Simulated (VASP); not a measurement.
An input for Ansatz (written as the equivalent of a VASP run, and not itself run):

Ansatz 0.2 input:
```yaml
crystal:
  lattice:
    - [2.5239867, 1.4572246, 3.0055127]
    - [-2.5239867, 1.4572246, 3.0055127]
    - [0.0000000, -2.9144484, 3.0055128]
  atoms:
    - { symbol: Sn, position: [0.3399386, 0.3399386, 0.3399386] }
    - { symbol: Sb, position: [0.6600614, 0.6600614, 0.6600614] }
kpoints:
  mp_grid: { grid: [8, 8, 8] }
hamiltonian:
  xc: pbesol
  pseudopotentials: { kind: paw }
scf:
  occupations: { method: methfessel_paxton, width: 0.1 }
  max_iter: 100
relax:
  max_steps: 60
  f_tol: 0.01
  cell: {}
output: { forces: true, stress: true, eigenvalues: true }
```

**Question.** Translate this input to VASP (INCAR, KPOINTS, POSCAR, choice of POTCAR).

**Answer.** One answer among several that fit: 
**INCAR**
```
ALGO = Normal
EDIFF = 1E-6
EDIFFG = -0.01
ENCUT = 400
GGA = PS
IBRION = 2
ISIF = 3
ISMEAR = 1
LASPH = T
LCHARG = F
LMAXMIX = 4
LREAL = F
LWAVE = F
NELM = 100
NSW = 60
PREC = Accurate
SIGMA = 0.1
SYSTEM = SnSb
```

KPOINTS:
```
Automatic mesh
0
Gamma
8 8 8
0 0 0
```

POSCAR:
```
SnSb
1
    2.5239866868     1.4572246230     3.0055127379
   -2.5239866868     1.4572246230     3.0055127379
    0.0000000000    -2.9144483658     3.0055127854
Sn Sb
1 1
Direct
  0.3399386454   0.3399386454   0.3399386454
  0.6600613546   0.6600613546   0.6600613546
```

POTCAR, in this order: Sn_d Sb (PBE.64 set). Program: vasp_std.

The two are equivalent in intent, not identical: each code has its own PAW files, so the cut-off isn't converted (ENCUT is set for VASP's; basis.ecutwfc is left out, and Ansatz then takes the one that its files recommend); Ansatz stops its SCF on the density residual and VASP on the energy change (EDIFF).

The structure comes from a computed database's SnSb entry (R3m); how it stands against other phases isn't given here. This run relaxes it. Symmetry was kept, so distortions that lower it aren't found. The start is the result of an earlier pass.
